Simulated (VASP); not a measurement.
Consider the following.

```
CELL_PARAMETERS angstrom
      0.00000     2.97264     2.97264
      2.97264     0.00000     2.97264
      2.97264     2.97264     0.00000
ATOMIC_POSITIONS crystal
  Li 0.25000 0.25000 0.25000
  Li 0.75000 0.75000 0.75000
  Se 0.00000 0.00000 0.00000
```

Level of theory: PW91 GGA, VASP's PBE PAW potentials (set 64) (plane waves; VASP). Run with 520 eV cut-off, 6×6×6 Γ-centred mesh, Gaussian smearing of 0.050 eV, potentials Li_sv Se.

Task: What does the run give for the energy per atom (σ→0), pressure, band gap (on the k-mesh) with the smallest direct gap where there is one?

Result: 
```json
{
 "band gap (on the k-mesh)": "2.96 eV",
 "smallest direct gap (on the k-mesh)": "3.53 eV",
 "energy per atom (σ→0)": "-360.1 kJ/mol of atoms",
 "pressure": "1.18 GPa"
}
```

The compound is Li2Se in the antifluorite structure. This cell is one point of a volume scan, at 0.97 of the reference volume.
